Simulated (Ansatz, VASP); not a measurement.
# BeCd: VASP beside Ansatz

Wanted: the spread between two codes on one cell, functional and k mesh. The cell is generated by rule, not measured, and may not be a known phase. The cell is taken from a series of runs on this material, whose earlier steps may have relaxed, scaled, displaced or heated it; both programs get it as it stands.

Method: plane waves, with VASP 6.6.1 beside it; relaxation of cell and atoms at PBE, in Ansatz 0.2.0.

The structure was built from a prototype and need not be the compound's stable phase.

## (1) Starting point

Symmetry: Pm-3m, No. 221, cubic system. Conventional cell: a = 3.103 Å, b = 3.103 Å, c = 3.103 Å, α = 90.00°, β = 90.00°, γ = 90.00°. Nearest to Be lie 8 Cd at 2.69 Å. Nearest to Cd lie 8 Be at 2.69 Å. Farther neighbours are not listed.

Coordinates:

```xyz
2
Lattice="3.1029 0.0000 0.0000 0.0000 3.1029 0.0000 0.0000 0.0000 3.1029" Properties=species:S:1:pos:R:3 pbc="T T T"
Be    0.0000    0.0000    0.0000
Cd    1.5515    1.5515    1.5515
```

## (2) VASP: relaxation of cell and atoms, PBE

The relaxed volume is the usual yardstick between codes: in a stiff, nearly cubic crystal its relative difference is about their pressure difference at one cell divided by the bulk modulus.

Lines of VASP's logs that name or quote its potential files are left out, and so is its time.

File INCAR:

```
SYSTEM = BeCd
PREC = Accurate
ENCUT = 600
EDIFF = 1E-07
NELM = 120
ISMEAR = 1
SIGMA = 0.15
LREAL = .FALSE.
ALGO = Normal
GGA = PE
NBANDS = 13
LORBIT = 11
LWAVE = .FALSE.
LCHARG = .FALSE.
ISIF = 3
IBRION = 2
NSW = 80
EDIFFG = -0.005
LASPH = .TRUE.
GGA_COMPAT = .FALSE.
NELMIN = 4
```

File POSCAR:

```
BeCd
1.0
    3.1029360000      0.0000000000      0.0000000000
    0.0000000000      3.1029360000      0.0000000000
    0.0000000000      0.0000000000      3.1029360000
Be Cd
1 1
Direct
    0.0000000000      0.0000000000      0.0000000000
    0.5000000000      0.5000000000      0.5000000000
```

File KPOINTS:

```
Automatic mesh
0
Gamma
16 16 16
0 0 0
```

The projector-augmented-wave data sets are Be and Cd (PBE family, release 64).

Command:

```bash
$ mpirun -np 1 vasp_std
```

Numbers of over 12 decimals in the logs are rounded to 6 here.

The log of the run:

```text
[banner, memory and clock lines left out]
running    1 mpi-ranks, on    1 nodes
 distrk:  each k-point on    1 cores,    1 groups
 distr:  one band on    1 cores,    1 groups

 POSCAR found type information on POSCAR BeCd
 POSCAR found :  2 types and       2 ions
 LDA part: xc-table for (Slater+PW92), standard interpolation
 POSCAR, INCAR and KPOINTS ok, starting setup
 FFT: planning ... GRIDC
 FFT: planning ... GRID_SOFT
 FFT: planning ... GRID
 WAVECAR not read
 entering main loop
       N       E                     dE             d eps       ncg     rms          rms(c)
DAV:   1     0.840688197787E+02    0.84069E+02   -0.80622E+03  4306   0.116E+03
DAV:   2    -0.185164193183E+01   -0.85920E+02   -0.80164E+02  4855   0.262E+02
DAV:   3    -0.374467901165E+01   -0.18930E+01   -0.18898E+01  5193   0.425E+01
DAV:   4    -0.374796681175E+01   -0.32878E-02   -0.32876E-02  4618   0.189E+00
DAV:   5    -0.374797888467E+01   -0.12073E-04   -0.12073E-04  5223   0.111E-01    0.520E+00
DAV:   6    -0.346125068378E+01    0.28673E+00   -0.84932E-01  4995   0.126E+01    0.448E+00
DAV:   7    -0.344814350905E+01    0.13107E-01   -0.43630E-02  4755   0.181E+00    0.235E+00
DAV:   8    -0.344448909187E+01    0.36544E-02   -0.56039E-03  4720   0.921E-01    0.106E-01
DAV:   9    -0.344444659100E+01    0.42501E-04   -0.26097E-04  4740   0.210E-01    0.265E-02
DAV:  10    -0.344444135255E+01    0.52385E-05   -0.43498E-05  4750   0.818E-02    0.127E-02
DAV:  11    -0.344444093668E+01    0.41587E-06   -0.22216E-06  5020   0.134E-02    0.148E-02
DAV:  12    -0.344444064437E+01    0.29231E-06   -0.12487E-06  4790   0.120E-02    0.776E-04
DAV:  13    -0.344444065037E+01   -0.60018E-08   -0.50661E-08  2650   0.206E-03
   1 F= -.34444407E+01 E0= -.34441950E+01  d E =-.344444E+01
 curvature:   0.00 expect dE= 0.000E+00 dE for cont linesearch  0.000E+00
 trial: gam= 0.00000 g(F)=  0.000E+00 g(S)=  0.828E-03 ort = 0.000E+00 (trialstep = 0.100E+01)
 search vector abs. value=  0.828E-03
 bond charge predicted
       N       E                     dE             d eps       ncg     rms          rms(c)
DAV:   1    -0.345479407408E+01   -0.10353E-01   -0.17807E-01  4810   0.567E+00    0.770E-01
DAV:   2    -0.344546628960E+01    0.93278E-02   -0.27695E-02  4750   0.242E+00    0.253E-01
DAV:   3    -0.344498170204E+01    0.48459E-03   -0.86233E-04  4655   0.359E-01    0.203E-01
DAV:   4    -0.344483961804E+01    0.14208E-03   -0.12701E-04  4495   0.101E-01    0.121E-02
DAV:   5    -0.344483909083E+01    0.52720E-06   -0.28489E-06  5003   0.171E-02    0.859E-03
DAV:   6    -0.344483931736E+01   -0.22653E-06   -0.41290E-06  4710   0.209E-02    0.351E-03
DAV:   7    -0.344483910309E+01    0.21427E-06   -0.35683E-07  4510   0.753E-03    0.135E-03
DAV:   8    -0.344483909140E+01    0.11691E-07   -0.33474E-08  2220   0.152E-03
   2 F= -.34448391E+01 E0= -.34445987E+01  d E =-.398441E-03
 trial-energy change:   -0.000398  1 .order   -0.000397   -0.000828    0.000033
 step:   0.9616(harm=  0.9616)  dis= 0.00000  next Energy=    -3.444839 (dE=-0.398E-03)
 reached required accuracy - stopping structural energy minimisation
```

Parts of OUTCAR (step 2):

```text
ion  position               nearest neighbor table
   1  0.000  0.000  0.000-   2 2.69   2 2.69   2 2.69   2 2.69   2 2.69   2 2.69   2 2.69   2 2.69

  LATTYP: Found a simple cubic cell.
 ALAT       =     3.1029360000

 Subroutine GETGRP returns: Found 48 space group operations
 (whereof 48 operations were pure point group operations)

The static configuration has the point symmetry O_h .

 Found    165 irreducible k-points:

   k-points           NKPTS =    165   k-points in BZ     NKDIM =    165   number of bands    NBANDS=     13

   dimension x,y,z NGX =    28 NGY =   28 NGZ =   28
   dimension x,y,z NGXF=    56 NGYF=   56 NGZF=   56

   ENCUT  =  600.0 eV  44.10 Ry    6.64 a.u.   6.20  6.20  6.20*2*pi/ulx,y,z

   NELECT =      14.0000    total number of electrons

 k-points in reciprocal lattice and weights: Automatic mesh
   0.00000000  0.00000000  0.00000000       0.000
   0.06250000  0.00000000  0.00000000       0.001
   0.12500000  0.00000000  0.00000000       0.001
   0.18750000  0.00000000  0.00000000       0.001
   0.25000000  0.00000000  0.00000000       0.001
   0.31250000  0.00000000  0.00000000       0.001
   0.37500000  0.00000000  0.00000000       0.001
   0.43750000  0.00000000  0.00000000       0.001
   0.50000000  0.00000000  0.00000000       0.001
[...]
0.50000000  0.50000000  0.43750000       0.001
   0.50000000  0.50000000  0.50000000       0.000

 average (electrostatic) potential at core
       1 -36.9182       2 -38.2622

 E-fermi :   4.7491

 k-point     1 :       0.0000    0.0000    0.0000
  band No.  band energies     occupation
    ...
      2      -5.5504      2.00000
      3      -5.5504      2.00000
      4      -4.5284      2.00000
      5      -4.5284      2.00000
      6      -4.5284      2.00000
      7       7.3220     -0.00000
      8       7.3220     -0.00000
      9       7.3220     -0.00000
     10      13.2192      0.00000
     11      13.2192      0.00000
    ...

 k-point     2 :       0.0625    0.0000    0.0000
  band No.  band energies     occupation
    ...
      2      -5.5460      2.00000
      3      -5.5155      2.00000
      4      -4.5447      2.00000
      5      -4.5447      2.00000
      6      -4.5270      2.00000
      7       6.8921     -0.00000
      8       7.3988     -0.00000
      9       7.3988     -0.00000
     10      13.2383      0.00000
     11      13.3356      0.00000
    ...

 k-point     3 :       0.1250    0.0000    0.0000
  band No.  band energies     occupation
    ...
      2      -5.5252      2.00000
      3      -5.3187      2.00000
      4      -4.5907      2.00000
      5      -4.5907      2.00000
      6      -4.5229      2.00000
      7       5.8804     -0.00000
      8       7.6255     -0.00000
      9       7.6255     -0.00000
     10      13.2950      0.00000
     11      13.3769      0.00000
    ...

  Total       -0.0042741     -0.0042741     -0.0042741      0.0000000      0.0000000      0.0000000
  in kB       -0.2274487     -0.2274487     -0.2274487      0.0000000      0.0000000      0.0000000
  external PRESSURE =      -0.2274487 kB  Pullay stress =       0.0000000 kB

  energy-cutoff  :      600.00
  volume of cell :       30.11
      direct lattice vectors                 reciprocal lattice vectors
     3.110941322  0.000000000 -0.000000000     0.321446114 -0.000000000  0.000000000
     0.000000000  3.110941322  0.000000000    -0.000000000  0.321446114 -0.000000000
    -0.000000000  0.000000000  3.110941322     0.000000000 -0.000000000  0.321446114

 POSITION                                       TOTAL-FORCE (eV/Angst)
 -----------------------------------------------------------------------------------
      0.00000      0.00000      0.00000        -0.000000     -0.000000      0.000000
      1.55547      1.55547      1.55547         0.000000      0.000000      0.000000
 -----------------------------------------------------------------------------------
    total drift:                                0.000000      0.000000      0.000000

  FREE ENERGIE OF THE ION-ELECTRON SYSTEM (eV)
  ---------------------------------------------------
  free  energy   TOTEN  =        -3.4448390914 eV

  energy  without entropy=       -3.4441177787  energy(sigma->0) =       -3.44459865

 reached required accuracy - stopping structural energy minimisation

 total charge
# of ion       s       p       d       tot
------------------------------------------
    1        0.345   0.467   0.000   0.812
    2        0.518   0.433   9.454  10.405
--------------------------------------------------
tot          0.863   0.900   9.454  11.217

[... 3 further parts left out ...]
```

CONTCAR:

```
BeCd
   1.00000000000000
     3.1109413216995003    0.0000000000000000   -0.0000000000000000
     0.0000000000000000    3.1109413216995003    0.0000000000000000
    -0.0000000000000000    0.0000000000000000    3.1109413216995003
  Be              Cd
     1     1
Direct
     0.0000000000000000    0.0000000000000000    0.0000000000000000
     0.5000000000000000    0.5000000000000000    0.5000000000000000
```

## (3) Ansatz: relaxation of cell and atoms, PBE

Ansatz runs on its default PAW (the set named soft_2) files.

The same cell, functional, mesh and smearing now go to Ansatz, which takes its cutoff from its data sets.

File input.yaml:

```yaml
crystal:
  lattice:
    - [3.1029361461, 0.0, 0.0]
    - [0.0, 3.1029361461, 0.0]
    - [0.0, 0.0, 3.1029361461]
  atoms:
    - { symbol: Be, position: [0.0, 0.0, 0.0] }
    - { symbol: Cd, position: [0.5, 0.5, 0.5] }
kpoints:
  mp_grid: { grid: [16, 16, 16] }
hamiltonian:
  xc: pbe
scf:
  occupations: { method: methfessel_paxton, width: 0.15 }
output:
  forces: true
  stress: true
  eigenvalues: true
relax:
  adjacent_minimum: "off"
  f_tol: 0.001
  max_steps: 60
  cell: { stress_tol: 0.01 }
```

Command:

```bash
$ ansatz run input.yaml --threads 4 --pin off --max-ram 8192MiB --backend cpu --events-out ev --progress --plain --runs-dir out
```

The log of the run:

```text
Engine: ansatz 0.2.0, aarch64-unknown-linux-gnu
Pseudopotentials: kind: paw
Pseudopotential: Be, paw, valence charge 2, recommended cutoff 420 eV (normal), Be.paw.azcp
Pseudopotential: Cd, paw, valence charge 20, recommended cutoff 420 eV (normal), Cd.paw.azcp
Functional definition: PBE
  parameter kappa = 0.804
  parameter beta = 0.066725
  exchange = pbe_x(kappa = kappa, mu = beta*pi^2/3)
  correlation = pbe_c(beta = beta)
Crystal: 2 atoms, lattice volume = 29.876 Å³
Basis set: ecut = 420 eV, 587 PW (Γ), exchange–correlation on 48×48×48 points (8 copies of the dense FFT grid, shifted against one another)
Bands: 15, of which v1, the nominal top of the filled ones, is band 11 counted from 1 (10 counted from 0)
Symmetry: 48 space group operations
Space group: Pm-3m (ITA 221), of the structure as read, at distance tolerance 3.1e-5 Å
k-points: 165 of 4096
Non-local potential: Be, projectors of the file, l = 0: 2, l = 1: 2, l = 2: 1
Non-local potential: Cd, projectors of the file, l = 0: 3, l = 1: 2, l = 2: 2, l = 3: 1
PAW form: soft (Blöchl's): semilocal exchange-correlation on the pseudo side does not see the compensation charge
PAW one-centre angular grid: Be, 110 points (default); XC on 64 Gauss nodes
PAW one-centre angular grid: Cd, 590 points (default); XC on 64 Gauss nodes
Initial density: superposition of atomic densities (neutral atoms: chi_scale 0, normalization atom), corrected by the library's trained network
Initial wavefunctions: pseudopotential atomic-orbital guess
Functional: x = pbe(κ = 0.804, μ = 0.219515), c = pbe(β = 0.066725)
SCF iter   1: F=—  HF=-8346.152808 eV  |F-HF|=—  |Δ(HF+E_count)|=         —  Δρ=1.46e-3  dr2=8.37e-4  ethr=1.77e-3  ⟨swp⟩=5.0  Hψ=12423  notcnv=0
preconditioner: auto → none  [metal: Δε(μ)=0.008 eV  Ē_g=12.995 eV  σ=0.150 eV  W_gap=0.04  n_scr=6 (ndim 8)  ℏωp=25.4 eV  f_vac=0.000  D(μ)=0.85/eV (n_scr^D=6)  sad-step TF]
SCF iter   2: F=—  HF=-8346.152849 eV  |F-HF|=—  |Δ(HF+E_count)|=   4.04e-5  S|Δr|=    0.00e0  Δρ=9.40e-4  dr2=3.35e-4  ethr=3.80e-6  ⟨swp⟩=1.4  Hψ=3951  notcnv=0
SCF iter   3: F=—  HF=-8346.152820 eV  |F-HF|=—  |Δ(HF+E_count)|=   2.91e-5  S|Δr|=    0.00e0  Δρ=5.40e-4  dr2=8.38e-5  ethr=1.52e-6  ⟨swp⟩=2.9  Hψ=3680  notcnv=0
SCF iter   4: F=—  HF=-8346.152756 eV  |F-HF|=—  |Δ(HF+E_count)|=   6.36e-5  S|Δr|=    0.00e0  Δρ=6.24e-5  dr2=1.45e-6  ethr=3.81e-7  ⟨swp⟩=2.2  Hψ=3854  notcnv=0
SCF iter   5: F=—  HF=-8346.152754 eV  |F-HF|=—  |Δ(HF+E_count)|=   1.48e-6  S|Δr|=    0.00e0  Δρ=3.96e-5  dr2=9.64e-7  ethr=6.61e-9  ⟨swp⟩=2.2  Hψ=4013  notcnv=0
SCF iter   6: F=—  HF=-8346.152754 eV  |F-HF|=—  |Δ(HF+E_count)|=   3.42e-7  S|Δr|=    0.00e0  Δρ=1.30e-5  dr2=1.03e-7  ethr=4.38e-9  ⟨swp⟩=1.9  Hψ=2698  notcnv=0
SCF iter   7: F=-8346.152754 eV  HF=-8346.152754 eV  |F-HF|=6.04e-10  |Δ(HF+E_count)|=   3.97e-8  S|Δr|=    0.00e0  Δρ=1.31e-6  dr2=8.87e-10  ethr=4.55e-10  ⟨swp⟩=4.0  Hψ=7176  notcnv=0
SCF 1 converged in 7 iterations: F = -8346.152754 eV  dr2 = 8.87e-10
  greatest PAW one-centre occupation: 1.000 electrons in one spin orbital (limit 2), on the Cd atom at site 1 (counted from 0), in its partial waves of l = 0
relax step   1: F+E_penalty+E_count = -8346.15275406 eV  Δ(F+E_penalty+E_count) = +0.000e0 eV  max|allowed force component| = 2.033e-28 eV/Å  Δτ_max = 0.0000 Å  P = +0.322 GPa  Ω = 29.876 Å³  (7 SCF iters, dr2 threshold 1.00e-7 eV, accepted)
[...]
relax step   2: F+E_penalty+E_count = -8346.15277655 eV  Δ(F+E_penalty+E_count) = -2.249e-5 eV  max|allowed force component| = 8.464e-30 eV/Å  Δτ_max = 0.0000 Å  P = -0.163 GPa  Ω = 30.074 Å³  energy of the carried Pulay correction = -7.391e-5 eV  (4 SCF iters, dr2 threshold 2.00e-7 eV, accepted)
[...]
relax step   3: F+E_penalty+E_count = -8346.15283612 eV  Δ(F+E_penalty+E_count) = -5.957e-5 eV  max|allowed force component| = 7.313e-30 eV/Å  Δτ_max = 0.0000 Å  P = -0.002 GPa  Ω = 30.007 Å³  energy of the carried Pulay correction = -4.899e-5 eV  (4 SCF iters, dr2 threshold 6.67e-8 eV, accepted)
[...]
relax step   4: F+E_penalty+E_count = -8346.15288601 eV  Δ(F+E_penalty+E_count) = -4.990e-5 eV  max|allowed force component| = 3.139e-30 eV/Å  Δτ_max = 0.0000 Å  P = -0.002 GPa  Ω = 30.007 Å³  stress off target by 1.76e-3 GPa  SCF on the basis re-selected at this cell (its energy is not comparable with the rows above)  (5 SCF iters)
basis re-selected at this cell: Δ(F+E_penalty+E_count) = -4.990e-5 eV, ΔP = -0.000 GPa vs the last step (what re-selecting the basis moved, of the pressure what is left beyond the Pulay correction that the steps carried, after the strain that the cell walked since its last selection, with what the two solves' SCF thresholds leave and, on support functions, any second-order correction that the steps lacked; it is no m [...]
SCF converged after 5 iterations
Stability not checked: this state was not tested for a lower state beside it, because cold or Methfessel-Paxton smearing, or corrected tetrahedra, fill the levels in a way that the test cannot read (fill_not_monotonic; see scf.lower_state_search)
Free energy (F): -8346.152886 eV
Harris-Foulkes:  -8346.152886 eV  (|F-HF|=0.00e0)
Internal energy: -8346.152128 eV  (E = F + TS)
E sigma→0 (E₀):  -8346.152697 eV
Entropy (-TS):   -0.000758 eV (-0.379 meV/atom)
Fermi energy:    13.500727 eV
--- Per-component energies (eV) ---
  E_band       = -413.915813
  E_kinetic    = 522.278019
  E_local      = -3333.840865  (includes V_loc(G=0)·N_el)
  E_nonlocal   = 35.405844
  E_hartree    = 1570.785820
  E_xc         = -196.376359
  E_vxc        = -242.429024  (∫ρ·V_xc dr)
  E_paw        = -4139.933706  (= ΣΔE_a)
  E_vpaw       = -536.901437  (= ΣTr[D̂ρ^β])
  E_aug_tail   = 0.000013  (compensation charges beyond the density's cutoff)
  E_ewald      = -2804.470893
  E_smearing   = -0.000758  (= −TS)
  E_closure    = -0.000000  (closes the sum)
  Σ components = -8346.152886   (vs F -8346.152886, Δ=0.00e0)
--- Forces (eV/Å), atoms counted from 1 ---
  atom   1  Be    -0.00000000     0.00000000    -0.00000000
  atom   2  Cd    -0.00000000     0.00000000    -0.00000000
  max |Σ_I F_I| component: 6.41e-30 eV/Å
--- Stress (GPa, compression-positive) ---
       -0.001764       0.000000       0.000000
        0.000000      -0.001764       0.000000
        0.000000       0.000000      -0.001764
  P = ⅓ Tr σ = -0.0018 GPa (-0.018 kbar)
--- Band table (eV; the first three rows and the last of 165) ---
  k-point 0: bands = [... 7 lower, 4.2295, 4.2295, 4.2295, 16.0258, 16.0258, 16.0258, 21.9869, 21.9869]
  k-point 1: bands = [... 7 lower, 4.2129, 4.2129, 4.2309, 15.6035, 16.1035, 16.1035, 21.9993, 22.1133]
  k-point 2: bands = [... 7 lower, 4.1664, 4.1664, 4.2350, 14.6046, 16.3333, 16.3333, 22.0362, 22.1514]
  k-point 164: bands = [... 7 lower, 4.6318, 4.6318, 14.8947, 14.8947, 14.8947, 15.0912, 15.0912, 15.0912]
--- Relaxed structure (3 steps of the walk, 3 accepted, 1 SCFs on fresh bases) ---
  F+E_penalty+E_count = -8346.15288601 eV   max|allowed force component| = 3.139e-30 eV/Å   (the final SCF, on the basis selected at the relaxed cell)
  cell:  # Å, volume = 30.0071 Å³
    - [3.107478, 0, 0.0]
    - [0, 3.107478, 0]
    - [0.0, 0, 3.107478]
  atoms:
    - { symbol: Be, position: [0, 0, 0] }
    - { symbol: Cd, position: [0.5, 0.5, 0.5] }
```

The column dr2 measures how far the density is from self-consistency, as an energy; F and HF (Harris–Foulkes) agree once it is small.

## (4) Comparison

Known differences besides the potentials themselves: the data sets hold 22 valence electrons in Ansatz (on its default PAW (the set named soft_2) files) and 14 in VASP; the cutoff is 420 eV in Ansatz and 600 eV in VASP; Ansatz adds a Pulay correction to the stress that steers its cell, VASP none. Total energies have different zeros and are not compared.

Both answers:

```csv
quantity,Ansatz,VASP,difference
volume (Å³),30.01,30.11,-0.33 %
"edge a after relaxation, in the typed setting (Å)",3.107,3.111,-0.11 %
```

## (5) Results

| Property | Result |
| --- | --- |
| difference in volume (relaxation of cell and atoms, PBE) | -0.33 % |

In words: The difference in volume is -0.33 % (relaxation of cell and atoms, PBE), within the 1.2 % picked in this series as the mark of a large difference, as far as the stopping tolerances let one tell. The data sets hold unlike numbers of valence electrons (22 in Ansatz and 14 in VASP), so part of the differences comes from the potentials. 1 further run of this series is not shown here. Such differences can come from data sets, numerical settings and the points named under the comparisons, not from the functional's error against experiment.

[Lines on the potential files, build, host, timing and source positions are cut from VASP's logs without a mark.]

[Logs are printed without paths, hosts, clocks, repeated set-up lines and the standing remarks that a program may print on its own settings, such as how far it seeks lower states.]

[Hosts, paths, dates, database ids (printed as entryN), source tags and the programs' standing remarks are cut or masked in the printed files.]
